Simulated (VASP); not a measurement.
Data:

```
CELL_PARAMETERS angstrom
      1.13335    -1.96302     0.00000
      1.13335     1.96302     0.00000
      0.00000     0.00000     3.55749
ATOMIC_POSITIONS crystal
  Be 0.33333 0.66667 0.25000
  Be 0.66667 0.33333 0.75000
```

Computed with PBE GGA, VASP's PBE PAW potentials (set 64) (plane waves; VASP). Run with 400 eV cut-off, 17×17×9 Γ-centred mesh, first-order Methfessel-Paxton smearing of 0.10 eV, potentials Be.

Q: Estimate the energy per atom (σ→0), band gap (on the k-mesh) with the smallest direct gap where there is one.

A: 
```json
{
  "band gap (on the k-mesh)": "none (metal, semimetal or under 0.01 eV)",
  "energy per atom (σ→0)": "-3.764 eV/atom"
}
```

Only differences to runs with the same potentials and settings are physical.

The compound is Be in the hcp structure. It was relaxed first. The start is the result of an earlier pass.
